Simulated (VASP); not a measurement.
VASP input:

### INCAR
```
# general
SYSTEM = MgO
PREC   = Accurate
ENCUT  = 600   # plane-wave cut-off (eV)
LREAL  = F   # projection in real space or not
LASPH  = T

# electronic loop
EDIFF  = 1E-7   # SCF stop (eV)
NELM   = 100   # most electronic steps
ALGO   = Normal

# smearing
ISMEAR = 0
SIGMA  = 0.05

# functional
GGA    = PE

# ions
ISIF   = 2

# output
LWAVE  = F
LCHARG = F
```

KPOINTS:
```
Automatic mesh
0
Gamma
10 10 10
0 0 0
```

File POSCAR:
```
MgO
1
    0.0000000000     2.1234462331     2.1234462331
    2.1234462331     0.0000000000     2.1234462331
    2.1234462331     2.1234462331     0.0000000000
Mg O
1 1
Direct
  0.0000000000   0.0000000000   0.0000000000
  0.5000000000   0.5000000000   0.5000000000
```

POTCAR, in this order: Mg O (PBE.64 set). Program: vasp_std.

Task: Write an equivalent input for Quantum ESPRESSO's pw.x.

Result: One equivalent input (not run):
```
&CONTROL
  calculation = 'scf'
  pseudo_dir = './pseudo'
  outdir = './out'
  tprnfor = .true.
  tstress = .true.
/
&SYSTEM
  ibrav = 0
  nat = 2
  ntyp = 2
  ecutwfc = 84
  occupations = 'smearing'
  smearing = 'gaussian'
  degauss = 0.003675
  input_dft = 'pbe'
/
&ELECTRONS
  conv_thr = 7.3e-09
  electron_maxstep = 100
/
ATOMIC_SPECIES
  Mg 24.305 Mg.upf
  O 15.999 O.upf
CELL_PARAMETERS angstrom
     0.0000000    2.1234462    2.1234462
     2.1234462    0.0000000    2.1234462
     2.1234462    2.1234462    0.0000000
ATOMIC_POSITIONS crystal
  Mg   0.0000000  0.0000000  0.0000000
  O    0.5000000  0.5000000  0.5000000
K_POINTS automatic
  10 10 10 0 0 0
```
Limits of the translation: the potentials are each code's own (VASP's PAW set, PseudoDojo norm-conserving files in pw.x), so ENCUT and ecutwfc are chosen apart and not converted; conv_thr bounds pw.x's estimated SCF error, while EDIFF bounds the energy change between steps.

The compound is MgO in the rock salt structure. It was relaxed first.
